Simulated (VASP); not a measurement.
Computed with r2SCAN meta-GGA, VASP's PBE PAW potentials (set 64) (plane waves; VASP).

The input files of a VASP run:

INCAR:
```
SYSTEM = InP
PREC = Accurate; ENCUT = 480; LREAL = .False.
LASPH = .True.
EDIFF = 1E-7; NELM = 100; ALGO = Normal
LMAXMIX = 4; LMIXTAU = .True.
ISMEAR = 0; SIGMA = 0.05
METAGGA = R2SCAN
IBRION = 2; NSW = 30; ISIF = 2
EDIFFG = -0.01
LWAVE = .False.; LCHARG = .False.
```

File POSCAR:
```
InP
1
    0.0000000000     2.9367606451     2.9515182363
    2.9515182363     0.0000000000     2.9515182363
    2.9515182363     2.9367606451     0.0000000000
In P
1 1
Direct
  0.0000000000   0.0000000000   0.0000000000
  0.2500000000   0.2500000000   0.2500000000
```

### KPOINTS
```
Automatic mesh
0
Gamma
8 8 8
0 0 0
```

POTCAR, in this order: In_d P (PBE.64 set). Program: vasp_std.

The resulting files:

**OSZICAR**
```
       N       E                     dE             d eps       ncg     rms          rms(c)
DAV:   1     0.867115287010E+02    0.86712E+02   -0.84171E+03  1534   0.147E+03
DAV:   2    -0.277458777172E+02   -0.11446E+03   -0.11105E+03  1639   0.331E+02
DAV:   3    -0.356751516450E+02   -0.79293E+01   -0.78854E+01  2009   0.926E+01
DAV:   4    -0.358888498495E+02   -0.21370E+00   -0.21359E+00  1804   0.168E+01
DAV:   5    -0.359021294354E+02   -0.13280E-01   -0.13279E-01  2383   0.359E+00    0.733E+00
DAV:   6    -0.322853042860E+02    0.36168E+01   -0.22509E+00  1854   0.386E+01    0.402E+00
DAV:   7    -0.323036593048E+02   -0.18355E-01   -0.68188E-01  1669   0.128E+01    0.235E+00
DAV:   8    -0.322256793421E+02    0.77980E-01   -0.34177E-01  1534   0.820E+00    0.130E+00
DAV:   9    -0.322453661941E+02   -0.19687E-01   -0.29089E-01  1534   0.623E+00    0.536E-01
DAV:  10    -0.321996401106E+02    0.45726E-01   -0.41885E-02  1534   0.227E+00    0.199E-01
DAV:  11    -0.322949247302E+02   -0.95285E-01   -0.65280E-02  1534   0.268E+00    0.176E-01
DAV:  12    -0.322928077484E+02    0.21170E-02   -0.23609E-03  2004   0.604E-01    0.674E-02
DAV:  13    -0.322963641320E+02   -0.35564E-02   -0.23246E-03  1564   0.560E-01    0.604E-02
DAV:  14    -0.322961557803E+02    0.20835E-03   -0.16865E-04  1969   0.168E-01    0.369E-02
DAV:  15    -0.322963754540E+02   -0.21967E-03   -0.15504E-04  1564   0.149E-01    0.170E-02
DAV:  16    -0.322963822113E+02   -0.67573E-05   -0.12756E-05  1664   0.379E-02    0.132E-02
DAV:  17    -0.322963834292E+02   -0.12179E-05   -0.98647E-07  1976   0.105E-02    0.177E-02
DAV:  18    -0.322963791103E+02    0.43189E-05   -0.12454E-06  1614   0.149E-02    0.932E-03
DAV:  19    -0.322963877456E+02   -0.86352E-05   -0.48369E-06  1564   0.337E-02    0.580E-03
DAV:  20    -0.322963877608E+02   -0.15252E-07   -0.22428E-07  1596   0.510E-03
   1 F= -.32296388E+02 E0= -.32296388E+02  d E =-.322964E+02
```

OUTCAR:
```
------------------------ aborting loop because EDIFF is reached ----------------------------------------
  FORCE on cell =-STRESS in cart. coord.  units (eV):
  Direction    XX          YY          ZZ          XY          YZ          ZX
  --------------------------------------------------------------------------------------
  Total        0.1004612      0.1713281      0.1004612      0.0000000      0.0000000      0.0000000
  in kB        3.1457148      5.3647526      3.1457148      0.0000000      0.0000000      0.0000000
  external PRESSURE =       3.8853940 kB  Pullay stress =       0.0000000 kB
  volume of cell :       51.17
      direct lattice vectors                 reciprocal lattice vectors
     0.000000000  2.936760645  2.951518236    -0.169404340  0.170255618  0.169404340
     2.951518236  0.000000000  2.951518236     0.169404340 -0.170255618  0.169404340
     2.951518236  2.936760645  0.000000000     0.169404340  0.170255618 -0.169404340
  FREE ENERGIE OF THE ION-ELECTRON SYSTEM (eV)
  ---------------------------------------------------
  free  energy   TOTEN  =       -32.2963877608 eV

  energy  without entropy=      -32.2963877608  energy(sigma->0) =      -32.29638776

 reached required accuracy - stopping structural energy minimisation
```
(Selected blocks of OUTCAR.)

The compound is InP in the zinc blende structure. This cell was strained or had an atom moved on purpose.
